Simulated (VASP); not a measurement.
Os (relaxed from the bcc structure, space group Im-3m): computed properties

The numbers are results of r2SCAN meta-GGA, VASP's PBE PAW potentials (set 64) (plane waves; VASP 6.6.1), not measurements.

| Quantity | Result |
|---|---|
| space group | Im-3m (229) |
| cell | a = b = c = 3.073 Å, α = β = γ = 90.00° |
| volume per atom | 14.51 Å³/atom |
| band gap (over mesh and band path) | none (metal, semimetal or under 0.01 eV) |
| density | 21.77 g/cm³ |

Os is modelled in the cubic space group Im-3m (No. 229), the bcc (W type) structure, Pearson symbol cI2. Conventional cell: a = 3.0730 Å, b = 3.0730 Å, c = 3.0730 Å, α = 90.00°, β = 90.00°, γ = 90.00°. Os on 2a is surrounded by 8 Os at 2.661 Å and 6 Os at 3.073 Å. (Neighbours: up to the widest gap in distance over summed covalent radii, below 1.35, at either atom.)
(The calculation used a cell of 1 atom; values per cell refer to that cell.)

Unless said otherwise, spin-orbit coupling is left out, though it shifts the bands of the heavy elements here.

The structure was generated: Os was put into the bcc type (Im-3m), which need not be its known phase. It was relaxed first. Symmetry was kept, so distortions that lower it aren't found.
